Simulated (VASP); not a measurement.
Wanted: the native input for a VASP 6.6.1 run.

* Task: single point
* Functional: PBE
* Potentials or basis: VASP PAW PBE potentials, release 64 (Ru_pv, Lu, Br)
* Cutoff: 520 eV
* k mesh: 2 × 2 × 3
* Occupations: methfessel-paxton, width 0.15 eV
* Spin: no spin polarisation
* Dipole correction: no
* Further INCAR settings: ALGO = Fast; EDIFF = 1e-06; NBANDS = 93

The structure of LuRu3Br2 lies in POSCAR:

```
LuRu3Br2
1.0
    6.8419810000     -0.8473920000      0.2714430000
    0.0382280000      7.0233110000      0.3038450000
    0.2095290000      1.5426360000      6.0773980000
Ru Lu Br
6 2 4
Direct
    0.1238621736      0.9529479611     -0.0065524741
    0.7666812925      0.4749662149      0.6680371469
    0.1159447891      0.9382310948      0.5509082623
    0.8102010434      0.0658280479      0.7569089724
    0.8047620384      0.6190922289      0.0318608226
    0.9774734471      0.2407908239      0.1599076755
    0.3011352428      0.3919475771      0.7493808427
    0.4988686025      0.2386736406      0.2665859333
    0.5147682292      0.8228060276      0.6516345104
    0.8363762099      0.8859836009      0.3054635956
    0.4754039117      0.6783158466      0.2219015535
    0.0891874556      0.5889713584      0.3782575515
```

The cell was built by a generator and needn't be a form met in nature.

These files were run (other wordings do the same):

INCAR

```
ALGO = Fast
EDIFF = 1E-6
ENCUT = 520
GGA = PE
ISIF = 2
ISMEAR = 1
LASPH = True
LCHARG = True
LELF = True
LREAL = False
LVHAR = True
LWAVE = False
NBANDS = 93
NELM = 100
PREC = Accurate
SIGMA = 0.15
```

KPOINTS

```
k-points
0
Gamma
  2 2 3
```

Potentials or basis: VASP PAW PBE potentials, release 64 (Ru_pv, Lu, Br).

Run with:

```console
$ cat potpaw_PBE.64/Ru_pv/POTCAR potpaw_PBE.64/Lu/POTCAR potpaw_PBE.64/Br/POTCAR > POTCAR
$ mpirun -np 1 vasp_std > vasp.out
```

Results of the run:

The pressure is -12.3 GPa and the largest force is 2.316 eV/Å. The band gap on the k mesh is none (metal or under the smearing width).

Caveat: the k mesh is coarse (spacing up to 0.47 Å⁻¹), so the values aren't converged.

Wall time 37 min on 1 thread of Intel(R) Xeon(R) Platinum 8259CL CPU @ 2.50GHz (Skylake/Cascade Lake), with other jobs on the host, peak memory 0.46 GiB.
